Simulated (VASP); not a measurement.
# KRu2 (I4/mmm) in VASP: single point with r2SCAN

Aim: the single point of KRu2 with r2SCAN.

All numbers are computed with VASP 6.6.1; they aren't measurements. Logs are shortened: lines on timing, memory, paths and dates and some standing lists are left out, and cuts for length are marked.

## 1. The structure

Symmetry: I4/mmm, No. 139, tetragonal system. The conventional cell has a = 3.656 Å, b = 3.656 Å, c = 9.128 Å, α = 90.00°, β = 90.00°, γ = 90.00°. K (site symmetry 4/mmm) has 2 Ru at 2.65 Å as nearest neighbours. Around Ru (site symmetry 4mm) lie 1 K at 2.65 Å and 4 Ru at 2.69 Å.

The cell was built by a generator and needn't be a form met in nature.

## 2. Single point, r2SCAN

File POSCAR:

```
KRu2
1.0
    0.0000000000      3.6556312300     -0.0000002022
    3.6556312300      0.0000000000     -0.0000002022
    1.8278153625      1.8278153625     -4.5640570322
K Ru
1 2
Direct
    0.0000000000      0.0000000000      0.0000000000
    0.2904575343      0.2904575343      0.4190849314
    0.7095424657      0.7095424657      0.5809150686
```

File INCAR.step1:

```
  PREC = Accurate
  ENCUT = 520
  ISMEAR = -1
  SIGMA = 0.1
  LREAL = F
  LASPH = T
  NELM = 100
  NBANDS = 26
  GGA = PE
  ALGO = Normal
  EDIFF = 1E-4
  LWAVE = T
  LCHARG = F
```

File INCAR.step2:

```
  PREC = Accurate
  ENCUT = 520
  EDIFF = 1E-6
  ISMEAR = -1
  SIGMA = 0.1
  LREAL = F
  LASPH = T
  NELM = 100
  ALGO = Normal
  ISIF = 2
  LWAVE = F
  LCHARG = F
  METAGGA = R2SCAN
  LMIXTAU = T
  NBANDS = 26
  ISTART = 1
```

File KPOINTS:

```
regular mesh
0
Gamma
  9 9 9
```

Potentials or basis: VASP PAW PBE potentials, release 64 (K_sv, Ru_pv).

The run is started by

```sh
cat potpaw_PBE.64/K_sv/POTCAR potpaw_PBE.64/Ru_pv/POTCAR > POTCAR
cp INCAR.step1 INCAR
mpirun -np 1 vasp_std > vasp.out
cp INCAR.step2 INCAR
mpirun -np 1 vasp_std > vasp.out
```

OUTCAR:

```text
PREC = Accurate
   ENCUT = 520
   EDIFF = 1E-6
   ISMEAR = -1
   LREAL = F
   LASPH = T
   NELM = 100
   ISIF = 2
   METAGGA = R2SCAN
   ISTART = 1

 ion  position               nearest neighbor table
   1  0.000  0.000  0.000-   3 2.65   2 2.65   3 3.22   2 3.22   3 3.22   3 3.22   2 3.22   2 3.22
                             3 3.22   2 3.22
   2  0.290  0.290  0.419-   1 2.65   3 2.69   3 2.69   3 2.69   3 2.69   1 3.22   1 3.22   1 3.22
                             1 3.22
   3  0.710  0.710  0.581-   1 2.65   2 2.69   2 2.69   2 2.69   2 2.69   1 3.22   1 3.22   1 3.22
                             1 3.22

  LATTYP: Found a body centered tetragonal cell.
 ALAT       =     3.6556312300
 C/A-ratio  =     2.4970006780

  Lattice vectors:

 A1 = (  -1.8278153625,   1.8278158675,   4.5640568300)
 A2 = (   1.8278158675,  -1.8278153625,   4.5640568300)
 A3 = (   1.8278153625,   1.8278153625,  -4.5640570322)

Analysis of symmetry for initial positions (statically):
=====================================================================
 Subroutine PRICEL returns:
 Original cell was already a primitive cell.

 Routine SETGRP: Setting up the symmetry group for a
 body centered tetragonal supercell.

 Subroutine GETGRP returns: Found 16 space group operations
 (whereof 16 operations were pure point group operations)
 out of a pool of 16 trial point group operations.

The static configuration has the point symmetry D_4h.

Analysis of symmetry for dynamics (positions and initial velocities):
=====================================================================
 Subroutine PRICEL returns:
 Original cell was already a primitive cell.

 Routine SETGRP: Setting up the symmetry group for a
 body centered tetragonal supercell.

 Subroutine GETGRP returns: Found 16 space group operations
 (whereof 16 operations were pure point group operations)
 out of a pool of 16 trial point group operations.

The dynamic configuration has the point symmetry D_4h.

 Subroutine INISYM returns: Found 16 space group operations
 (whereof 16 operations are pure point group operations),
 and found     1 'primitive' translations

----------------------------------------------------------------------------------------

                                     Primitive cell
[... 82 lines left out ...]
   NGXF,Y,Z  is equivalent  to a cutoff of  25.47, 25.47, 25.36 a.u.
 SYSTEM =  unknown system
   PREC   = accura    normal or accurate (medium, high low for compatibility)
   ISTART =      1    job   : 0-new  1-cont  2-samecut
   ICHARG =      0    charge: 1-file 2-atom 10-const
   ISPIN  =      1    spin polarized calculation?
   LNONCOLLINEAR =      F non collinear calculations
   LSORBIT =      F    spin-orbit coupling
   LASPH  =      T    aspherical Exc in radial PAW
   ENCUT  =  520.0 eV  38.22 Ry    6.18 a.u.   6.80  6.80  9.75*2*pi/ulx,y,z
   NELM   =    100;   NELMIN=  2; NELMDL=  0     # of ELM steps
   EDIFF  = 0.1E-05   stopping-criterion for ELM
   LREAL  =      F    real-space projection
   EDIFFG = 0.1E-04   stopping-criterion for IOM
   NSW    =      0    number of steps for IOM
   IBRION =     -1    ionic relax: 0-MD 1-quasi-New 2-CG
   NFREE  =      0    steps in history (QN), initial steepest desc. (CG)
   ISIF   =      2    stress and relaxation
   ISYM   =      2    0-nonsym 1-usesym 2-fastsym
   POTIM  = 0.5000    time-step for ionic-motion
   TEBEG  =    0.0;   TEEND  =   0.0 temperature during run
   PSTRESS=    0.0 pullay stress
   NELECT =      37.0000    total number of electrons
   NUPDOWN=      -1.0000    fix difference up-down
   EMIN   =  10.00;   EMAX   =-10.00  energy-range for DOS
   EFERMI =   0.00;   METHOD = LEGACY
   ISMEAR =    -1;   SIGMA  =   0.10  broadening in eV -4-tet -1-fermi 0-gaus
   EFERMI_NEDOS =   21; number of points for ismear=-14 and -15
   IALGO  =     38    algorithm
   IMIX   =      4    mixing-type and parameters
     AMIX     =   0.40;   BMIX     =  1.00
     AMIX_MAG =   1.60;   BMIX_MAG =  1.00
  volume/ion in A,a.u.               =      20.33       137.20
  Fermi-wavevector in a.u.,A,eV,Ry     =   1.385852  2.618880 26.131150  1.920585
  Thomas-Fermi vector in A             =   2.510223
   LORBIT       =      0    0 simple, 1 ext, 2 COOP (PROOUT), +10 PAW based schemes
   METAGGA = R2SCAN    functional components
   LHFCALC =     F    Hartree Fock is set to
   AEXX    =    0.0000 exact exchange contribution
   IVDW    =     0    specifies the selected vdW correction
   LEPSILON=     F    determine dielectric tensor
   LRPA    =     F    only Hartree local field effects (RPA)
 non-spin polarized calculation
  energy-cutoff  :      520.00
  volume of cell :       60.99
 maximum number of plane-waves:      1661
   NGX = 13   NGY = 13   NGZ = 19

 number of electron      36.9999998 magnetization

 Free energy of the ion-electron system (eV)
  ---------------------------------------------------
  ext. energy  EPLUGINS =         0.00000000
  ---------------------------------------------------
  free energy    TOTEN  =       -52.02870571 eV

  energy without entropy =      -51.86890253  energy(sigma->0) =      -51.94880412

 E-fermi :   5.5152     XC(G=0): -11.6192

 val. band max:        5.5143853387   @ k =   0.4444   0.0000   0.1111
 cond. band min:       5.5200758473   @ k =   0.4444  -0.0000   0.0000
 fundamental gap:      0.0056905085
 Fermi energy:         5.5151988819

 k-point     1 :       0.0000    0.0000    0.0000
  band No.  band energies     occupation
      1     -38.2628      2.00000
      2     -38.2628      2.00000
      3     -37.7896      2.00000
      4     -37.7896      2.00000
      5     -37.7741      2.00000
      6     -37.7520      2.00000
[... 685 lines left out ...]
     25      13.2244      0.00000
     26      14.1004      0.00000

 [... further k-points ...]
[... 5 lines left out ...]
  --------------------------------------------------------------------------------------
  -------------------------------------------------------------------------------------
  Total       -5.5149595     -5.5149595      6.2251806      0.0000000      0.0000006      0.0000006
  in kB     -144.8695479   -144.8695479    163.5259708      0.0000000      0.0000171      0.0000171
  external PRESSURE =     -42.0710417 kB  Pullay stress =       0.0000000 kB

 VOLUME and BASIS-vectors are now :
 -----------------------------------------------------------------------------
  energy-cutoff  :      520.00
  volume of cell :       60.99
      direct lattice vectors                 reciprocal lattice vectors
     0.000000000  3.655631230 -0.000000202     0.000000006  0.273550574  0.109551644
     3.655631230  0.000000000 -0.000000202     0.273550574  0.000000006  0.109551644
     1.827815362  1.827815362 -4.564057032    -0.000000012 -0.000000012 -0.219103319

 POSITION                                       TOTAL-FORCE (eV/Angst)
 -----------------------------------------------------------------------------------
      0.00000      0.00000      0.00000         0.000000      0.000000      0.000000
      1.82782      1.82782     -1.91273         0.000000      0.000000      0.056812
      3.65563      3.65563     -2.65133        -0.000000     -0.000000     -0.056812
 -----------------------------------------------------------------------------------
    total drift:                                0.000000      0.000000      0.000000

  FREE ENERGIE OF THE ION-ELECTRON SYSTEM (eV)
  ---------------------------------------------------
  free  energy   TOTEN  =       -52.0287057115 eV

  energy  without entropy=      -51.8689025265  energy(sigma->0) =      -51.94880412
```

OUTCAR.step1:

```text
PREC = Accurate
   ENCUT = 520
   ISMEAR = -1
   LREAL = F
   LASPH = T
[... 924 lines left out ...]
      0.00000      0.00000      0.00000         0.000000      0.000000      0.000000
      1.82782      1.82782     -1.91273         0.000000      0.000000      0.199153
      3.65563      3.65563     -2.65133        -0.000000     -0.000000     -0.199153
 -----------------------------------------------------------------------------------
    total drift:                                0.000000      0.000000      0.000000

  FREE ENERGIE OF THE ION-ELECTRON SYSTEM (eV)
  ---------------------------------------------------
  free  energy   TOTEN  =       -14.7603797648 eV

  energy  without entropy=      -14.5898658980  energy(sigma->0) =      -14.67512283
```

OSZICAR.step1:

```text
N       E                     dE             d eps       ncg     rms          rms(c)
DAV:   1     0.385544122907E+03    0.38554E+03   -0.21648E+04  3900   0.145E+03
DAV:   2    -0.376107017757E+01   -0.38931E+03   -0.37936E+03  4172   0.450E+02
DAV:   3    -0.150015249326E+02   -0.11240E+02   -0.11012E+02  4756   0.762E+01
DAV:   4    -0.154232388178E+02   -0.42171E+00   -0.42046E+00  6020   0.104E+01
DAV:   5    -0.154275182421E+02   -0.42794E-02   -0.42785E-02  4712   0.113E+00    0.145E+01
DAV:   6    -0.148446894514E+02    0.58283E+00   -0.26454E+00  4186   0.110E+01    0.506E+00
DAV:   7    -0.147714771025E+02    0.73212E-01   -0.26065E-01  4332   0.295E+00    0.402E+00
DAV:   8    -0.147616346370E+02    0.98425E-02   -0.78017E-02  5712   0.182E+00    0.997E-01
DAV:   9    -0.147603746938E+02    0.12599E-02   -0.11713E-02  4560   0.834E-01    0.153E-01
DAV:  10    -0.147603797648E+02   -0.50710E-05   -0.48736E-04  5158   0.190E-01
   1 F= -.14760380E+02 E0= -.14675123E+02  d E =-.170514E+00
```

It took 4.1 min on 1 thread of Intel Xeon Platinum 8488C (Sapphire Rapids), shared host; peak memory 0.25 GiB.

Results:

| Item | Value |
| --- | --- |
| Free energy | -52.0287 eV |
| Pressure | -4.2 GPa |
| Largest force | 0.057 eV/Å |
| Band gap on the k mesh | none (metal or under the smearing width) |

Forces in eV/Å, atoms in the order of the input:
```
K    0.000  0.000  0.000
Ru   0.000  0.000  0.057
Ru   0.000  0.000 -0.057
```

Caveat: the PAW data sets were made with another functional, which shifts forces and pressure a little.
